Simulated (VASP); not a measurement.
All values below come from r2SCAN+rVV10, VASP's PBE PAW potentials (set 64) (plane waves; VASP).

VASP input:

**POSCAR**
```
Mg
1
    1.5577081032    -2.6980300103     0.0000000000
    1.5577081032     2.6980300103     0.0000000000
    0.0000000000     0.0000000000     4.9882281092
Mg
2
Direct
  0.3333330000   0.6666670000   0.2500000000
  0.6666670000   0.3333330000   0.7500000000
```

KPOINTS:
```
K-points
0
Gamma
13 13 7
0 0 0
```

### INCAR
```
SYSTEM = Mg
PREC = Accurate
ENCUT = 520
EDIFF = 1E-7
NELM = 100
ALGO = Normal
LREAL = .FALSE.
LASPH = .TRUE.
ISMEAR = 1
SIGMA = 0.1
METAGGA = R2SCAN
LUSE_VDW = .TRUE.
BPARAM = 11.95
CPARAM = 0.0093
LMIXTAU = .TRUE.
LWAVE = .FALSE.
LCHARG = .FALSE.
ISIF = 4
IBRION = 2
NSW = 30
EDIFFG = -0.01
```

POTCAR, in this order: Mg (PBE.64 set). Program: vasp_std.

Output of the run:

### OSZICAR
```
       N       E                     dE             d eps       ncg     rms          rms(c)
DAV:   1    -0.474359089508E+01   -0.47436E+01   -0.13898E+03  1008   0.498E+02
DAV:   2    -0.802268327564E+01   -0.32791E+01   -0.31242E+01  1332   0.313E+01
DAV:   3    -0.805289439652E+01   -0.30211E-01   -0.30064E-01  1374   0.389E+00
DAV:   4    -0.805300976686E+01   -0.11537E-03   -0.11537E-03  1422   0.216E-01
DAV:   5    -0.805301084781E+01   -0.10810E-05   -0.10806E-05  1416   0.162E-02    0.960E-01
DAV:   6    -0.800915322766E+01    0.43858E-01   -0.94321E-02  1218   0.207E+00    0.692E-01
DAV:   7    -0.802159150175E+01   -0.12438E-01   -0.28974E-02  1164   0.191E+00    0.135E-01
DAV:   8    -0.802314777814E+01   -0.15563E-02   -0.70853E-03  1122   0.831E-01    0.280E-02
DAV:   9    -0.802265481076E+01    0.49297E-03   -0.17155E-03  1116   0.447E-01    0.223E-02
DAV:  10    -0.802315879190E+01   -0.50398E-03   -0.80616E-04  1128   0.306E-01    0.520E-03
DAV:  11    -0.802318239992E+01   -0.23608E-04   -0.97681E-06  1440   0.341E-02    0.144E-03
DAV:  12    -0.802317288318E+01    0.95167E-05   -0.47331E-07  1218   0.547E-03    0.119E-03
DAV:  13    -0.802317935987E+01   -0.64767E-05   -0.99507E-07  1182   0.124E-02    0.257E-04
DAV:  14    -0.802317491946E+01    0.44404E-05   -0.35505E-07  1134   0.612E-03    0.923E-05
DAV:  15    -0.802317509882E+01   -0.17936E-06   -0.61735E-09   660   0.531E-04    0.432E-05
DAV:  16    -0.802317506859E+01    0.30230E-07   -0.11540E-09   636   0.283E-04
   1 F= -.80231751E+01 E0= -.80230862E+01  d E =-.802318E+01
       N       E                     dE             d eps       ncg     rms          rms(c)
DAV:   1    -0.802452618668E+01   -0.13511E-02   -0.37258E-03  1320   0.351E-01    0.235E-02
DAV:   2    -0.802451833916E+01    0.78475E-05   -0.24374E-05  1158   0.362E-02    0.146E-02
DAV:   3    -0.802451091816E+01    0.74210E-05   -0.56665E-06  1200   0.164E-02    0.635E-04
DAV:   4    -0.802451352716E+01   -0.26090E-05   -0.12962E-06  1218   0.653E-03    0.461E-04
DAV:   5    -0.802451189246E+01    0.16347E-05   -0.45914E-07  1080   0.345E-03    0.245E-04
DAV:   6    -0.802451280526E+01   -0.91279E-06   -0.97996E-08   624   0.148E-03    0.122E-04
DAV:   7    -0.802451237521E+01    0.43005E-06   -0.14161E-08   594   0.710E-04    0.458E-06
DAV:   8    -0.802451242991E+01   -0.54696E-07   -0.22560E-10   588   0.139E-04
   2 F= -.80245124E+01 E0= -.80246391E+01  d E =-.133736E-02
       N       E                     dE             d eps       ncg     rms          rms(c)
DAV:   1    -0.802489823994E+01   -0.38586E-03   -0.23147E-03  1326   0.277E-01    0.161E-02
DAV:   2    -0.802489623607E+01    0.20039E-05   -0.14298E-05  1134   0.279E-02    0.100E-02
DAV:   3    -0.802489200048E+01    0.42356E-05   -0.32255E-06  1212   0.126E-02    0.306E-04
DAV:   4    -0.802489415053E+01   -0.21500E-05   -0.54997E-07  1164   0.574E-03    0.252E-04
DAV:   5    -0.802489289553E+01    0.12550E-05   -0.15943E-07   696   0.274E-03    0.111E-04
DAV:   6    -0.802489351813E+01   -0.62260E-06   -0.28867E-08   576   0.991E-04    0.774E-05
DAV:   7    -0.802489314527E+01    0.37285E-06   -0.74200E-09   540   0.523E-04    0.728E-06
DAV:   8    -0.802489320523E+01   -0.59952E-07   -0.24494E-10   528   0.155E-04
   3 F= -.80248932E+01 E0= -.80251117E+01  d E =-.171814E-02
```

### OUTCAR
```
------------------------ aborting loop because EDIFF is reached ----------------------------------------
  FORCE on cell =-STRESS in cart. coord.  units (eV):
  Direction    XX          YY          ZZ          XY          YZ          ZX
  --------------------------------------------------------------------------------------
  Total        0.7613969      0.7613972      0.7552849      0.0000000      0.0000000      0.0000000
  in kB       29.0946106     29.0946205     28.8610584      0.0000000      0.0000000      0.0000000
  external PRESSURE =      29.0167632 kB  Pullay stress =       0.0000000 kB
  volume of cell :       41.93
      direct lattice vectors                 reciprocal lattice vectors
     1.550616136 -2.685746386 -0.000000000     0.322452468 -0.186167988 -0.000000000
     1.550616136  2.685746386  0.000000000     0.322452468  0.186167988 -0.000000000
     0.000000000  0.000000000  5.033961171     0.000000000 -0.000000000  0.198650718
 POSITION                                       TOTAL-FORCE (eV/Angst)
 -----------------------------------------------------------------------------------
      1.55062      0.89525      1.25849        -0.000000     -0.000000      0.000000
      1.55062     -0.89525      3.77547         0.000000      0.000000      0.000000
 -----------------------------------------------------------------------------------
    total drift:                               -0.000000     -0.000007      0.000001
  FREE ENERGIE OF THE ION-ELECTRON SYSTEM (eV)
  ---------------------------------------------------
  free  energy   TOTEN  =        -8.0248932052 eV

  energy  without entropy=       -8.0255488373  energy(sigma->0) =       -8.02511175

 reached required accuracy - stopping structural energy minimisation
```
(Selected blocks of OUTCAR.)

CONTCAR:
```
Mg
   1.00000000000000
     1.5506161364566402   -2.6857463859873891   -0.0000000000000000
     1.5506161364566402    2.6857463859873891    0.0000000000000000
     0.0000000000000000    0.0000000000000000    5.0339611710625816
  Mg
     2
Direct
     0.3333330000000032    0.6666669999999968    0.2500000000000000
     0.6666669999999968    0.3333330000000032    0.7500000000000000
```

The compound is Mg in the hcp structure. This cell is one point of a volume scan, at 0.94 of the reference volume. Symmetry was kept, so distortions that lower it aren't found.
